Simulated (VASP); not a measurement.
Given:

```xyz
4
Lattice="4.1308 0.0000 0.0000 0.0000 4.1308 0.0000 0.0000 0.0000 4.1308" Properties=species:S:1:pos:R:3 pbc="T T T"
Sc     0.0000     0.0000     0.0000
Al     0.0000     2.0654     2.0654
Al     2.0654     0.0000     2.0654
Al     2.0654     2.0654     0.0000
```

All values below come from rev-vdW-DF2, VASP's PBE PAW potentials (set 64) (plane waves; VASP 6.6.1). Numerical set-up: 520 eV cut-off, 8×8×8 Γ-centred mesh, first-order Methfessel-Paxton smearing of 0.10 eV, potentials Sc_sv Al.

Q: Give the stress tensor in GPa (positive for a compressed cell).

A: 
```
-2.36   0.00   0.00
 0.00  -2.36   0.00
 0.00   0.00  -2.36
```
The pressure is its mean diagonal, -2.36 GPa.

The compound is Al3Sc in the L1_2 structure. This cell is one point of a volume scan, at 1.03 of the reference volume.
